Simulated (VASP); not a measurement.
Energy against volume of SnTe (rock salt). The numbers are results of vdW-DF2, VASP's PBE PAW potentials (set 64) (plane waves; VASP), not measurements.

```json
[
 {"V (Å³/atom)": "34.889", "E (eV/atom)": "-0.99143"},
 {"V (Å³/atom)": "36.003", "E (eV/atom)": "-1.00312"},
 {"V (Å³/atom)": "37.116", "E (eV/atom)": "-1.00686"},
 {"V (Å³/atom)": "38.230", "E (eV/atom)": "-1.00381"},
 {"V (Å³/atom)": "39.343", "E (eV/atom)": "-0.99500"}
]
```

Fit a third-order Birch-Murnaghan equation of state.

The volume per atom is 37.14 Å^3/atom, the bulk modulus is 32.3 GPa and the pressure derivative of the bulk modulus is 4.36. The lattice constant a comes out as 6.673 Å.

Measured: bulk modulus 37.8 GPa (computed value off by -14.5 %), as given by Cormac Toher et al., Physical Review Materials (2017), arXiv:1611.05714; a 6.316 Å (computed value off by +5.7 %), as given by Ayanesh Maiti et al., Applied Physics Letters (2022), arXiv:2109.01420. The calculation is for a static lattice, while the measured bulk modulus, a hold thermal and zero-point effects, which are part of the difference.

The compound is SnTe in the rock salt structure, which distorts at low temperature. It was relaxed first, which changed the volume by +18 %.
